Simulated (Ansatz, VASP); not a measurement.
# Sn: VASP beside Ansatz, part 3 of 3

Wanted: the spread between two codes on one cell, functional and k mesh. The cell is taken from a series of runs on this material, whose earlier steps may have relaxed, scaled, displaced or heated it; both programs get it as it stands.

VASP 6.6.1 and Ansatz 0.2.0.

So far: The structure; Ansatz: zone-centre phonons, LDA; VASP: zone-centre phonons, LDA.

### 3. VASP: zone-centre phonons, LDA (continued)

Level of this step: LDA; plane waves and PAW (Sn_d) (VASP).

Numbers of over 12 decimals in the logs are rounded to 6 here.

OUTCAR, selected parts (step 3):

```text
ion  position               nearest neighbor table
   1  0.501  0.501  0.501-   2 2.78   2 2.78   2 2.78   2 2.80
   2  0.749  0.749  0.749-   1 2.78   1 2.78   1 2.78   1 2.80

  LATTYP: Found a trigonal (rhomboedric) cell.
 ALAT       =     4.5755805694
 COS(alpha) =     0.5097567002

 Subroutine GETGRP returns: Found 12 space group operations
 (whereof  6 operations were pure point group operations)

The static configuration has the point symmetry C_3v.
 The point group associated with its full space group is D_3d.

   k-points           NKPTS =   1728   k-points in BZ     NKDIM =   1728   number of bands    NBANDS=     20

   dimension x,y,z NGX =    36 NGY =   36 NGZ =   36
   dimension x,y,z NGXF=    72 NGYF=   72 NGZF=   72

   ENCUT  =  500.0 eV  36.75 Ry    6.06 a.u.   8.34  8.34  8.34*2*pi/ulx,y,z

   NELECT =      28.0000    total number of electrons

 k-points in reciprocal lattice and weights: Points of the shifted mesh
   0.04166667  0.04166667  0.04166667       0.001
   0.04166667  0.04166667  0.12500000       0.001
   0.04166667  0.04166667  0.20833333       0.001
   0.04166667  0.04166667  0.29166667       0.001
   0.04166667  0.04166667  0.37500000       0.001
   0.04166667  0.04166667  0.45833333       0.001
   0.04166667  0.04166667  0.54166667       0.001
   0.04166667  0.04166667  0.62500000       0.001
   0.04166667  0.04166667  0.70833333       0.001
[...]
0.95833333  0.95833333  0.87500000       0.001
   0.95833333  0.95833333  0.95833333       0.001

 average (electrostatic) potential at core
       1-101.1716       2-101.1716

  Total        0.3046940      0.3046940      0.3046940     -0.1475331     -0.1475331     -0.1475331
  in kB        7.3147727      7.3147727      7.3147727     -3.5418200     -3.5418200     -3.5418200
  external PRESSURE =       7.3147727 kB  Pullay stress =       0.0000000 kB

  energy-cutoff  :      500.00
  volume of cell :       66.74
      direct lattice vectors                 reciprocal lattice vectors
     0.031645198  3.235346668  3.235346668    -0.156829023  0.155309923  0.155309923
     3.235346668  0.031645198  3.235346668     0.155309923 -0.156829023  0.155309923
     3.235346668  3.235346668  0.031645198     0.155309923  0.155309923 -0.156829023

 POSITION                                       TOTAL-FORCE (eV/Angst)
 -----------------------------------------------------------------------------------
      3.25605      3.25605      3.25605         0.000274      0.000274      0.000274
      4.87187      4.87187      4.87187        -0.000274     -0.000274     -0.000274
 -----------------------------------------------------------------------------------
    total drift:                               -0.000000     -0.000000      0.000000

 Eigenvectors and eigenvalues of the dynamical matrix
 ----------------------------------------------------

   1 f  =    5.851727 THz    36.767485 2PiTHz  195.192600 cm-1    24.200787 meV
             X         Y         Z           dx          dy          dz
      3.256054  3.256054  3.256054     0.408248    0.408248    0.408248
      4.871869  4.871869  4.871869    -0.408248   -0.408248   -0.408248

   2 f  =    5.573035 THz    35.016409 2PiTHz  185.896422 cm-1    23.048208 meV
             X         Y         Z           dx          dy          dz
      3.256054  3.256054  3.256054     0.500000   -0.500000   -0.000000
      4.871869  4.871869  4.871869    -0.500000    0.500000   -0.000000

   3 f  =    5.573035 THz    35.016409 2PiTHz  185.896422 cm-1    23.048208 meV
             X         Y         Z           dx          dy          dz
      3.256054  3.256054  3.256054     0.288675    0.288675   -0.577350
      4.871869  4.871869  4.871869    -0.288675   -0.288675    0.577350

   4 f  =    0.000000 THz     0.000001 2PiTHz    0.000003 cm-1     0.000000 meV
             X         Y         Z           dx          dy          dz
      3.256054  3.256054  3.256054    -0.082769    0.332154   -0.618727
      4.871869  4.871869  4.871869    -0.082769    0.332154   -0.618727

   5 f  =    0.000000 THz     0.000000 2PiTHz    0.000001 cm-1     0.000000 meV
             X         Y         Z           dx          dy          dz
      3.256054  3.256054  3.256054    -0.429267    0.469129    0.309270
      4.871869  4.871869  4.871869    -0.429267    0.469129    0.309270

   6 f/i=    0.000000 THz     0.000000 2PiTHz    0.000002 cm-1     0.000000 meV
             X         Y         Z           dx          dy          dz
      3.256054  3.256054  3.256054     0.555769    0.411815    0.146729
      4.871869  4.871869  4.871869     0.555769    0.411815    0.146729

 ELASTIC MODULI CONTR FROM IONIC RELAXATION (kBar)
 Direction    XX          YY          ZZ          XY          YZ          ZX
 --------------------------------------------------------------------------------
 XX          -1.5975      0.1449      0.1449     11.2934     -9.3871     15.6465
 YY           0.1449     -1.5975      0.1449     15.6465     11.2934     -9.3871
 ZZ           0.1449      0.1449     -1.5975     -9.3871     15.6465     11.2934
 XY          11.2934     15.6465     -9.3871   -283.8610     24.1284     24.1284
 YZ          -9.3871     11.2934     15.6465     24.1284   -283.8610     24.1284
 ZX          15.6465     -9.3871     11.2934     24.1284     24.1284   -283.8610
 --------------------------------------------------------------------------------
```

### 4. Side by side

Known differences besides the potentials themselves: the two LDA forms differ slightly; the cutoff is 420 eV in Ansatz and 500 eV in VASP; VASP's log shows a relativistic correction to its local exchange, Ansatz's none. Total energies have different zeros and are not compared.

Both answers:

```
                  quantity  Ansatz   VASP  difference
optical mode 1 to 2 (cm⁻¹)   181.4  185.9     -2.41 %
     optical mode 3 (cm⁻¹)   192.0  195.2     -1.65 %
```

Modes are paired by rising frequency, not by their patterns, so a pair may set unlike modes beside each other; they are those without the splitting of longitudinal modes.

### 5. Results

- r.m.s. difference of the optical zone-centre modes, each program's sorted by frequency (zone-centre phonons, LDA): 4.1 cm⁻¹
- difference in optical mode 1 to 2 (zone-centre phonons, LDA): -2.4 %

The r.m.s. difference of the optical zone-centre modes, each program's sorted by frequency is 4.1 cm⁻¹ (zone-centre phonons, LDA). Among the rows given in per cent, the largest difference of the zone-centre phonons, LDA pair is in optical mode 1 to 2, -2.4 %. Such differences can come from data sets, numerical settings and the points named under the comparisons, not from the functional's error against experiment.

[Lines on the potential files, build, host, timing and source positions are cut from VASP's logs without a mark.]

[Logs are printed without paths, hosts, clocks, repeated set-up lines and the standing remarks that a program may print on its own settings, such as how far it seeks lower states.]

[Hosts, paths, dates, database ids (printed as entryN), source tags and the programs' standing remarks are cut or masked in the printed files.]
